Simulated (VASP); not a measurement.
Data:

```
Cu2O
1.0
    4.34729     0.00000     0.00000
    0.00000     4.34729     0.00000
    0.00000     0.00000     4.34729
Cu O
4 2
Direct
  0.75000   0.25000   0.75000
  0.25000   0.75000   0.75000
  0.75000   0.75000   0.25000
  0.25000   0.25000   0.25000
  0.00000   0.00000   0.00000
  0.50000   0.50000   0.50000
```

Method: revPBE GGA, VASP's PBE PAW potentials (set 64) (plane waves; VASP). Numerical set-up: 520 eV cut-off, 5×5×5 Γ-centred mesh, Gaussian smearing of 0.050 eV, potentials Cu O.

**Question.** Predict the energy per atom (σ→0), band gap (on the k-mesh) with the smallest direct gap where there is one.

**Answer.** 
```yaml
band gap (on the k-mesh): 0.41 eV
smallest direct gap (on the k-mesh): 0.41 eV
energy per atom (σ→0): -4.196 eV/atom
```

The compound is Cu2O in the cuprite structure. It was relaxed first, which changed the volume by +6 %. The start is the result of an earlier pass.
